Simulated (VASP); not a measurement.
# LiRh with r2SCAN + rVV10: from relaxation to properties, part 5 of 5

What structure does LiRh take at this level, and what are its properties? The start is a computed cell from the Materials Project.

VASP 6.6.1; r2SCAN with rVV10; plane waves and PAW (Li_sv, Rh_pv).

Still holding for the runs below: The k-mesh is coarse for a metal.

So far. Step 6 (Total and projected DOS (r2SCAN + rVV10)): The finer mesh and the other smearing move the Fermi level by -0.07 eV from the 10×10×5 run, one measure of the sampling error in the zero of the bands above. Of the states within 0.3 eV of the Fermi level, the largest shares in the PAW spheres are Rh d 85 %. The rest lies in smaller channels or between the spheres. The relaxed cell has a = 2.642, c = 4.300 Å (conventional setting).

## Step 8: Electric field gradients (r2SCAN + rVV10)

Field gradients probe how far the charge around each nucleus departs from cubic symmetry; LASPH keeps the non-spherical terms inside the spheres.

INCAR

```
SYSTEM = LiRh
PREC = Accurate
ENCUT = 650
EDIFF = 1E-07
NELM = 100
ISMEAR = 1
SIGMA = 0.2
LREAL = .FALSE.
ALGO = Normal
METAGGA = R2SCAN
LUSE_VDW = .TRUE.
IVDW_NL = 2
BPARAM = 11.95
CPARAM = 0.0093
LASPH = .TRUE.
NBANDS = 15
LORBIT = 11
LWAVE = .FALSE.
LCHARG = .FALSE.
KPAR = 2
LEFG = .TRUE.
```

POSCAR

```
LiRh
1.0
    2.6423209497      0.0000000000      0.0000000000
   -1.3211604748      2.2883170673      0.0000000000
    0.0000000000      0.0000000000      4.3000015299
Li Rh
1 1
Direct
    0.0000000000      0.0000000000      0.5000000000
    0.6666666700      0.3333333300      0.0000000000
```

KPOINTS

```
Automatic mesh
0
Gamma
10 10 5
0 0 0
```

PAW data sets: Li_sv and Rh_pv (PBE family, release 64).

Command:

```
$ mpirun -np 2 vasp_std
```

Output:

```text
[... set-up lines as in an earlier step ...]
 entering main loop
       N       E                     dE             d eps       ncg     rms          rms(c)
Total rVV10 correction in eV:      0.4700331    18.8182988
Total rVV10 correction in eV:      0.4700331    18.8182988
[... 5 cycles as in an earlier step ...]
Total rVV10 correction in eV:      0.4475426    18.8182984
Total rVV10 correction in eV:      0.4475426    18.8182984
[... 1 cycle as in an earlier step ...]
Total rVV10 correction in eV:      0.4556678    18.8182984
Total rVV10 correction in eV:      0.4556678    18.8182984
[... 1 cycle as in an earlier step ...]
Total rVV10 correction in eV:      0.4562844    18.8182984
Total rVV10 correction in eV:      0.4562844    18.8182984
[... 1 cycle as in an earlier step ...]
Total rVV10 correction in eV:      0.4554089    18.8182984
Total rVV10 correction in eV:      0.4554089    18.8182984
[... 1 cycle as in an earlier step ...]
Total rVV10 correction in eV:      0.4550738    18.8182984
Total rVV10 correction in eV:      0.4550738    18.8182984
[... 1 cycle as in an earlier step ...]
Total rVV10 correction in eV:      0.4551215    18.8182984
Total rVV10 correction in eV:      0.4551215    18.8182984
[... 1 cycle as in an earlier step ...]
Total rVV10 correction in eV:      0.4551559    18.8182984
Total rVV10 correction in eV:      0.4551559    18.8182984
[... 1 cycle as in an earlier step ...]
Total rVV10 correction in eV:      0.4551569    18.8182984
Total rVV10 correction in eV:      0.4551569    18.8182984
DAV:  13    -0.264014095475E+02   -0.46062E-05   -0.18798E-06  1603   0.143E-02    0.222E-03
Total rVV10 correction in eV:      0.4551605    18.8182984
Total rVV10 correction in eV:      0.4551605    18.8182984
DAV:  14    -0.264014167145E+02   -0.71670E-05   -0.49499E-07  1526   0.666E-03    0.368E-04
Total rVV10 correction in eV:      0.4551607    18.8182984
Total rVV10 correction in eV:      0.4551607    18.8182984
DAV:  15    -0.264014171554E+02   -0.44093E-06   -0.15858E-08  1155   0.134E-03    0.135E-04
Total rVV10 correction in eV:      0.4551604    18.8182984
Total rVV10 correction in eV:      0.4551604    18.8182984
DAV:  16    -0.264014167078E+02    0.44759E-06   -0.21829E-09   882   0.542E-04    0.562E-05
Total rVV10 correction in eV:      0.4551605    18.8182984
Total rVV10 correction in eV:      0.4551605    18.8182984
DAV:  17    -0.264014166296E+02    0.78232E-07   -0.51940E-10   826   0.232E-04
Total rVV10 correction in eV:      0.4551606    18.8182984
Total rVV10 correction in eV:      0.4551606    18.8182984
Total rVV10 correction in eV:      0.4551605    18.8182984
Total rVV10 correction in eV:      0.4551605    18.8182984
ion   1
     0.0000000     0.0000000     0.0000000     0.3226953    -0.0000000     0.0000000
     0.0000222     0.0000000     0.0000000     0.3226953    -0.0000000     0.0000000
     0.0000306     0.0000000     0.0000000     0.3226953    -0.0000000     0.0000000
     0.0000422     0.0000000     0.0000000     0.3226953    -0.0000000     0.0000000
     0.0000581     0.0000000     0.0000000     0.3226953    -0.0000000     0.0000000

     0.0000000     0.0000000     0.0000000     0.3624051    -0.0000000     0.0000000
     0.0000222     0.0000000     0.0000000     0.3624051    -0.0000000     0.0000000
     0.0000306     0.0000000     0.0000000     0.3624051    -0.0000000     0.0000000
     0.0000422     0.0000000     0.0000000     0.3624051    -0.0000000     0.0000000
     0.0000581     0.0000000     0.0000000     0.3624051    -0.0000000     0.0000000

ion   2
     0.0000000     0.0000000     0.0000000    12.2962497     0.0000000     0.0000000
     0.0000545     0.0000000     0.0000000    12.2962496     0.0000000     0.0000000
     0.0000750     0.0000000     0.0000000    12.2962495     0.0000000     0.0000000
     0.0001033     0.0000000     0.0000000    12.2962493     0.0000000     0.0000000
     0.0001422     0.0000000     0.0000000    12.2962490     0.0000000     0.0000000

     0.0000000     0.0000005     0.0000000    -7.7166517     0.0000000     0.0000008
     0.0000545     0.0000005     0.0000000    -7.6952552     0.0000000     0.0000008
     0.0000750     0.0000005     0.0000000    -7.6833776     0.0000000     0.0000008
     0.0001033     0.0000005     0.0000000    -7.6641784     0.0000000     0.0000008
     0.0001422     0.0000005     0.0000000    -7.6332697     0.0000000     0.0000008

   1 F= -.26401417E+02 E0= -.26396392E+02  d E =-.150742E-01
```

Wall time 59 s (2 MPI ranks of Intel Xeon 6975P-C (Granite Rapids), shared host); peak memory 0.49 GiB; 1.9 min of CPU time.

Parts of OUTCAR (step 8):

```text
   NELECT =      18.0000    total number of electrons

 E-fermi :   6.7238

 k-point     1 :       0.0000    0.0000    0.0000
  band No.  band energies     occupation
    ...
      4     -40.2284      2.00000
      5       0.4618      2.00000
      6       2.8915      2.00000
      7       4.5164      2.00000
      8       4.5164      2.00000
      9       6.9937     -0.06690
     10       6.9937     -0.06690
     11       7.4954     -0.00000
     12      15.1423      0.00000
     13      25.1549      0.00000
    ...

  Total        0.0011100      0.0011100      0.0005469      0.0000000     -0.0000000      0.0000000
  in kB        0.0684009      0.0684009      0.0336993      0.0000000     -0.0000000      0.0000000
  external PRESSURE =       0.0568337 kB  Pullay stress =       0.0000000 kB

 POSITION                                       TOTAL-FORCE (eV/Angst)
 -----------------------------------------------------------------------------------
      0.00000      0.00000      2.15000         0.000000     -0.000000      0.000000
      1.32116      0.76277      0.00000        -0.000000      0.000000      0.000000
 -----------------------------------------------------------------------------------
    total drift:                               -0.000013      0.000008      0.000000

  FREE ENERGIE OF THE ION-ELECTRON SYSTEM (eV)
  ---------------------------------------------------
  free  energy   TOTEN  =       -26.4014166296 eV

  energy  without entropy=      -26.3863424199  energy(sigma->0) =      -26.39639189

 Electric field gradients after diagonalization (V/A^2)
 (convention: |V_zz| > |V_xx| > |V_yy|)
----------------------------------------------------------------------
 ion       V_xx      V_yy      V_zz     asymmetry (V_yy - V_xx)/ V_zz
----------------------------------------------------------------------
   1       0.685     0.682    -1.368       0.002
   2      -5.917    -5.916    11.833       0.000
----------------------------------------------------------------------

[... 10 parts as in an earlier step ...]

[... 7 further parts left out ...]
```

Numbers from this step:

| Quantity | Value |
| --- | --- |
| electronic steps | 17 |
| irreducible k points | 42 |
| free energy (TOTEN) | -26.40 eV |
| Fermi energy | 6.724 eV |
| pressure | 0.005683 GPa |

Electric field gradients, by row:

```tsv
atom	Vxx (V/Å²)	Vyy (V/Å²)	Vzz (V/Å²)	asymmetry
Li1	0.685	0.682	-1.368	0.002
Rh2	-5.917	-5.916	11.83	0
```

The largest gradient, 11.83 V/Å², sits on Rh2; the stable nuclei of Rh have no quadrupole moment in their ground state, so NMR and NQR don't see it.

## Step 9: Outcome

```
relaxed volume                            : 13.00 Å³/atom
relaxed conventional cell a, b, c         : 2.642, 2.642, 4.300 Å; angles 90.0, 90.0, 120.0°
space group after relaxing, within 0.02 Å : P-6m2 (No. 187)
band gap                                  : none, a metal
DOS at the Fermi level                    : 1.57 states/eV/cell
highest zone-centre mode                  : 432 cm⁻¹
largest field gradient Vzz                : 11.83 V/Å² on Rh2
```

With r2SCAN + rVV10, LiRh relaxes to 13.00 Å³/atom in space group P-6m2 (held by the symmetry of the run) and comes out as a metal. Band structure (r2SCAN + rVV10): Of the bands kept, 2 cross the Fermi level on this path. Zone-centre phonons (r2SCAN + rVV10): The highest mode in this list at Γ, 431.8 cm⁻¹, is mostly motion of Li (93 % of the kinetic energy). Spin-orbit coupling is left out; it would split some degenerate bands. The k-sampling is coarse for a metal, so the Fermi level, pressures and the shape of the cell carry errors. Modes at Γ alone can't show that the crystal is stable at other wave vectors. No search among competing phases was made, and a listed structure need not be the one stable at ambient conditions. All values are for a static lattice at zero temperature.

[Lines on the potential files, build, host, timing and source positions are cut from VASP's logs without a mark.]

[Logs are printed without paths, hosts, clocks, repeated set-up lines and the standing remarks that a program may print on its own settings, such as how far it seeks lower states.]

[Hosts, paths, dates, database ids (printed as entryN), source tags and the programs' standing remarks are cut or masked in the printed files.]

[A measured line is paired with the nearest computed mode of its activity, which favours agreement.]
